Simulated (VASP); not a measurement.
These are PBE GGA + U (Dudarev), VASP's PBE PAW potentials (set 64) (plane waves; VASP 6.6.1) values and carry that method's errors.

A VASP calculation is set up with these files.

File POSCAR:
```
MnO
1
    4.4804040000     2.2402020000     2.2402020000
    2.2402020000     4.4804040000     2.2402020000
    2.2402020000     2.2402020000     4.4804040000
Mn O
2 2
Direct
  0.0000000000   0.0000000000   0.0000000000
  0.5000000000   0.5000000000   0.5000000000
  0.2500000000   0.2500000000   0.2500000000
  0.7500000000   0.7500000000   0.7500000000
```

KPOINTS:
```
Automatic mesh
0
Gamma
5 5 5
0 0 0
```

### INCAR
```
SYSTEM = MnO
PREC = Accurate
ENCUT = 400
EDIFF = 1E-6
NELM = 100
ALGO = Normal
LREAL = .FALSE.
LASPH = .TRUE.
ISMEAR = -1
SIGMA = 0.05
GGA = PE
LMAXMIX = 4
LWAVE = .FALSE.
LCHARG = .FALSE.
ISIF = 2
ISPIN = 2
MAGMOM = 5.0 -5.0 0.0 0.0
LORBIT = 11
LDAU = .TRUE.
LDAUTYPE = 2
LDAUL = 2 -1
LDAUU = 6.0 0
LDAUJ = 0 0
```

POTCAR, in this order: Mn_pv O (PBE.64 set). Program: vasp_std.

At this cut-off the stress carries a Pulay error, which pulls relaxed volumes low.

What does the run give for the energy per atom (σ→0), cell moment, pressure?

- energy per atom (σ→0) = -7.572 eV/atom
- cell moment = 0.00 μB
- pressure = -2.08 GPa

File OSZICAR:
```
...
DAV:  11    -0.302885180250E+02    0.37403E-03   -0.17438E-02  1962   0.113E+00    0.551E-01
DAV:  12    -0.302862753968E+02    0.22426E-02   -0.16973E-02  2119   0.813E-01    0.182E-01
DAV:  13    -0.302866276261E+02   -0.35223E-03   -0.66011E-04  1897   0.296E-01    0.690E-02
DAV:  14    -0.302866015993E+02    0.26027E-04   -0.13330E-04  2250   0.155E-01    0.813E-02
DAV:  15    -0.302865819867E+02    0.19613E-04   -0.17094E-04  2125   0.143E-01    0.132E-02
DAV:  16    -0.302865832099E+02   -0.12233E-05   -0.34744E-05  2091   0.456E-02    0.646E-03
DAV:  17    -0.302865835380E+02   -0.32814E-06   -0.18885E-06  1331   0.157E-02
   1 F= -.30286584E+02 E0= -.30286584E+02  d E =-.122616E-09  mag=     0.0000
```

The structure is a typed MnO crystal (Fm-3m). The cell was not relaxed at this level. The k-mesh is coarse (spacing up to 0.47 per Å, 2π included), so the numbers may not be converged in it. The run is one of a series of settings (LDAU = .TRUE., LDAUJ = 0 0, LDAUL = 2 -1, LDAUTYPE = 2, LDAUU = 6.0 0 against the base run), some of them coarse on purpose.
